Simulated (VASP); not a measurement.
The input files of a VASP run:

INCAR:
```
# general
SYSTEM =Mo
PREC   =Accurate
ENCUT  =480
LREAL  =.FALSE.
LASPH  =.TRUE.

# electronic loop
EDIFF  =1E-6
NELM   =100
ALGO   =Normal
LMAXMIX=4

# smearing
ISMEAR =1
SIGMA  =0.1

# functional
GGA    =PE

# ions
IBRION =2
NSW    =60
ISIF   =3
EDIFFG =-0.01

# output
LWAVE  =.FALSE.
LCHARG =.FALSE.
```

File POSCAR:
```
Mo
1.0
 -1.5750000000   1.5750000000   1.5750000000
  1.5750000000  -1.5750000000   1.5750000000
  1.5750000000   1.5750000000  -1.5750000000
Mo
1
Cart
  0.0000000000   0.0000000000   0.0000000000
```

### KPOINTS
```
Regular mesh
0
G
15 15 15
```

POTCAR, in this order: Mo_sv (PBE.64 set). Program: vasp_std.

### Question
Write an equivalent input for Quantum ESPRESSO's pw.x.

### Answer
One equivalent input (not run):
```
&CONTROL
  calculation = 'vc-relax'
  pseudo_dir = './pseudo'
  outdir = './out'
  tprnfor = .true.
  tstress = .true.
  nstep = 60
  forc_conv_thr = 0.00039
/
&SYSTEM
  ibrav = 0
  nat = 1
  ntyp = 1
  ecutwfc = 80
  occupations = 'smearing'
  smearing = 'methfessel-paxton'
  degauss = 0.00735
  input_dft = 'pbe'
/
&ELECTRONS
  conv_thr = 7.3e-08
  electron_maxstep = 100
/
&IONS
/
&CELL
/
ATOMIC_SPECIES
  Mo 95.950 Mo.upf
CELL_PARAMETERS angstrom
    -1.5750000    1.5750000    1.5750000
     1.5750000   -1.5750000    1.5750000
     1.5750000    1.5750000   -1.5750000
ATOMIC_POSITIONS crystal
  Mo   0.0000000  0.0000000  0.0000000
K_POINTS automatic
  15 15 15 0 0 0
```
What does not carry over: the potentials are each code's own (VASP's PAW set, PseudoDojo norm-conserving files in pw.x), so ENCUT and ecutwfc are chosen apart and not converted; conv_thr bounds pw.x's estimated SCF error, while EDIFF bounds the energy change between steps; forc_conv_thr acts on force components and is met together with etot_conv_thr.

The compound is Mo in the bcc structure. This run relaxes it. Symmetry was kept, so distortions that lower it aren't found.
